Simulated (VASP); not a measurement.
Here is the system:

```
Mg3Sb2
1.0
    2.31863    -4.01598     0.00000
    2.31863     4.01598     0.00000
    0.00000     0.00000     7.30995
Mg Sb
3 2
Direct
  0.00000   0.00000   0.00000
  0.33333   0.66667   0.63367
  0.66667   0.33333   0.36633
  0.33333   0.66667   0.22687
  0.66667   0.33333   0.77313
```

All values below come from revPBE GGA, VASP's PBE PAW potentials (set 64) (plane waves; VASP). Run with 520 eV cut-off, Gaussian smearing of 0.050 eV, potentials Mg Sb.

Unless said otherwise, spin-orbit coupling is left out, though it shifts the bands of the heavy elements here.

Question: Give the energies of bands 3 to 11 at the high-symmetry points, in eV from the valence-band maximum.

Answer: 
```
band      Γ      M      K      A      L      H
----  -----  -----  -----  -----  -----  -----
3     -4.75  -4.54  -4.22  -3.00  -4.78  -4.18
4     -1.10  -3.67  -3.51  -2.92  -4.44  -4.18
5     -1.10  -3.13  -3.51  -0.80  -1.81  -3.88
6     -0.42  -2.25  -2.48  -0.80  -1.64  -3.21
7     -0.42  -2.13  -2.48  -0.73  -1.61  -0.96
8      0.00  -0.89  -2.44  -0.73  -1.47  -0.96
9      0.95   0.38   0.31   1.69   0.43   1.77
10     1.14   1.90   4.07   1.74   1.35   1.77
11     2.99   2.17   4.12   2.65   1.71   2.46
```

The gap is indirect, 0.22 eV, from the valence maximum at Γ to the conduction minimum at L-M at 0.33.

The compound is Mg3Sb2 in the a-la2o3 structure. It was relaxed first.
